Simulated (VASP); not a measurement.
Input for VASP

### POSCAR
```
Cd3HgS4
5.9435790
  1.0000000826   0.0000000000   0.0000000000
  0.0000000000   1.0000000826   0.0000000000
  0.0000000000   0.0000000000   1.0000000826
Hg S Cd
1 4 3
Cartesian
  1.0000000826   1.0000000826   1.0000000826
  0.2519077219   0.2519077219   0.2519077219
  0.7480923607   0.7480923607   0.2519077219
  0.7480923607   0.2519077219   0.7480923607
  0.2519077219   0.7480923607   0.7480923607
  0.5000000413   0.5000000413   0.0000000000
  0.5000000413   1.0000000826   0.5000000413
  0.0000000000   0.5000000413   0.5000000413
```

INCAR:
```
# general
SYSTEM =Cd3HgS4
PREC   =Accurate
ENCUT  =400
LREAL  =F
LASPH  =T

# electronic loop
EDIFF  =1E-6
NELM   =100
ALGO   =Normal
LMAXMIX=6

# smearing
ISMEAR =0
SIGMA  =0.05

# functional
GGA    =PE

# output
LWAVE  =T
LCHARG =F
```

**KPOINTS**
```
Automatic mesh
0
Gamma
4 4 4
0 0 0
```

POTCAR, in this order: Hg S Cd (PBE.64 set). Program: vasp_std.

**Question.** Translate this PBE calculation to Quantum ESPRESSO's pw.x.

**Answer.** One equivalent input (not run):
```
&CONTROL
  calculation = 'scf'
  pseudo_dir = './pseudo'
  outdir = './out'
  tprnfor = .true.
  tstress = .true.
/
&SYSTEM
  ibrav = 0
  nat = 8
  ntyp = 3
  ecutwfc = 102
  occupations = 'smearing'
  smearing = 'gaussian'
  degauss = 0.003675
  input_dft = 'pbe'
/
&ELECTRONS
  conv_thr = 7.3e-08
  electron_maxstep = 100
/
ATOMIC_SPECIES
  Hg 200.592 Hg.upf
  S 32.060 S.upf
  Cd 112.414 Cd.upf
CELL_PARAMETERS angstrom
     5.9435795    0.0000000    0.0000000
     0.0000000    5.9435795    0.0000000
     0.0000000    0.0000000    5.9435795
ATOMIC_POSITIONS crystal
  Hg   1.0000000  1.0000000  1.0000000
  S    0.2519077  0.2519077  0.2519077
  S    0.7480923  0.7480923  0.2519077
  S    0.7480923  0.2519077  0.7480923
  S    0.2519077  0.7480923  0.7480923
  Cd   0.5000000  0.5000000  0.0000000
  Cd   0.5000000  1.0000000  0.5000000
  Cd   0.0000000  0.5000000  0.5000000
K_POINTS automatic
  4 4 4 0 0 0
```
Limits of the translation: the potentials are each code's own (VASP's PAW set, PseudoDojo norm-conserving files in pw.x), so ENCUT and ecutwfc are chosen apart and not converted; conv_thr bounds pw.x's estimated SCF error, while EDIFF bounds the energy change between steps.

The structure was generated: Cd3HgS4 was put into an ordered model structure (P-43m), which need not be its known phase. It was relaxed first, which changed the volume by +6 %.
